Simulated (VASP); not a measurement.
Output of a VASP run:

File OSZICAR:
```
       N       E                     dE             d eps       ncg     rms          rms(c)
DAV:   1     0.202606384353E+03    0.20261E+03   -0.15665E+04  1002   0.153E+03
DAV:   2    -0.391757439991E+01   -0.20652E+03   -0.20215E+03  1125   0.384E+02
DAV:   3    -0.126500086195E+02   -0.87324E+01   -0.87155E+01  1070   0.893E+01
DAV:   4    -0.126938019200E+02   -0.43793E-01   -0.43785E-01  1132   0.630E+00
DAV:   5    -0.126939649366E+02   -0.16302E-03   -0.16301E-03  1075   0.336E-01    0.979E+00
DAV:   6    -0.108833949201E+02    0.18106E+01   -0.55052E+00  1272   0.460E+01    0.701E+00
DAV:   7    -0.109248877108E+02   -0.41493E-01   -0.90639E-01   987   0.999E+00    0.403E+00
DAV:   8    -0.109150508117E+02    0.98369E-02   -0.17744E-01  1039   0.415E+00    0.771E-01
DAV:   9    -0.109051600862E+02    0.98907E-02   -0.43865E-02  1166   0.247E+00    0.103E-01
DAV:  10    -0.109056994484E+02   -0.53936E-03   -0.33746E-03   989   0.761E-01    0.126E-01
DAV:  11    -0.109057941373E+02   -0.94689E-04   -0.22107E-04  1131   0.187E-01    0.516E-02
DAV:  12    -0.109058260750E+02   -0.31938E-04   -0.10863E-04   987   0.952E-02    0.162E-02
DAV:  13    -0.109058279793E+02   -0.19043E-05   -0.56813E-06  1126   0.217E-02    0.691E-03
DAV:  14    -0.109058279215E+02    0.57791E-07   -0.16350E-06   763   0.197E-02
   1 F= -.10905828E+02 E0= -.10905828E+02  d E =-.109058E+02
       N       E                     dE             d eps       ncg     rms          rms(c)
DAV:   1    -0.109082382213E+02   -0.24102E-02   -0.49800E-02   999   0.267E+00    0.379E-01
DAV:   2    -0.109060679636E+02    0.21703E-02   -0.83566E-03   995   0.874E-01    0.816E-02
DAV:   3    -0.109059151699E+02    0.15279E-03   -0.38254E-04  1005   0.365E-01    0.853E-02
DAV:   4    -0.109058912244E+02    0.23945E-04   -0.53946E-05   994   0.906E-02    0.596E-02
DAV:   5    -0.109058822066E+02    0.90178E-05   -0.11428E-05  1036   0.406E-02    0.706E-03
DAV:   6    -0.109058815840E+02    0.62256E-06   -0.20898E-06   574   0.282E-02
   2 F= -.10905882E+02 E0= -.10905882E+02  d E =-.536625E-04
```

OUTCAR:
```
------------------------ aborting loop because EDIFF is reached ----------------------------------------
  FORCE on cell =-STRESS in cart. coord.  units (eV):
  Direction    XX          YY          ZZ          XY          YZ          ZX
  --------------------------------------------------------------------------------------
  Total       -0.0196996     -0.0196996     -0.0196996      0.0000000      0.0000000      0.0000000
  in kB       -0.7619039     -0.7619039     -0.7619039      0.0000000      0.0000000      0.0000000
  external PRESSURE =      -0.7619039 kB  Pullay stress =       0.0000000 kB
  volume of cell :       41.43
      direct lattice vectors                 reciprocal lattice vectors
     0.000000000  2.746289079  2.746289079    -0.182063863  0.182063863  0.182063863
     2.746289079  0.000000000  2.746289079     0.182063863 -0.182063863  0.182063863
     2.746289079  2.746289079 -0.000000000     0.182063863  0.182063863 -0.182063863
 POSITION                                       TOTAL-FORCE (eV/Angst)
 -----------------------------------------------------------------------------------
      2.74629      0.00000      2.74629         0.000000     -0.000000     -0.000000
      1.37314      1.37314      1.37314         0.000000      0.000000      0.000000
      4.11943      4.11943      4.11943        -0.000000     -0.000000     -0.000000
 -----------------------------------------------------------------------------------
    total drift:                                0.000000     -0.000000      0.000000
  FREE ENERGIE OF THE ION-ELECTRON SYSTEM (eV)
  ---------------------------------------------------
  free  energy   TOTEN  =       -10.9058815840 eV

  energy  without entropy=      -10.9058815840  energy(sigma->0) =      -10.90588158

 reached required accuracy - stopping structural energy minimisation
```
(Selected blocks of OUTCAR.)

POSCAR:
```
CdF2
1
    0.0000000000     2.7436531349     2.7436531349
    2.7436531349     0.0000000000     2.7436531349
    2.7436531349     2.7436531349     0.0000000000
Cd F
1 2
Direct
  0.0000000000   0.0000000000   0.0000000000
  0.2500000000   0.2500000000   0.2500000000
  0.7500000000   0.7500000000   0.7500000000
```

Write an INCAR and KPOINTS that could have produced this output.

Several could match; the one computed here: the input of the run itself, PBE GGA, plane waves, VASP's PBE PAW potentials (set 64).

INCAR:
```
SYSTEM  =  CdF2
PREC  =  Accurate; ENCUT  =  520; LREAL  =  .FALSE.
LASPH  =  .TRUE.
EDIFF  =  1E-6; NELM  =  100; ALGO  =  Normal
LMAXMIX  =  4
ISMEAR  =  0; SIGMA  =  0.05
GGA  =  PE
IBRION  =  2; NSW  =  60; ISIF  =  3
EDIFFG  =  -0.01
LWAVE  =  .FALSE.; LCHARG  =  .FALSE.
```

KPOINTS:
```
K-points
0
G
  8 8 8
0 0 0
```

POTCAR, in this order: Cd F (PBE.64 set). Program: vasp_std.

The compound is CdF2 in the fluorite structure. This run relaxes it. Symmetry was kept, so distortions that lower it aren't found. The start is the result of an earlier pass.
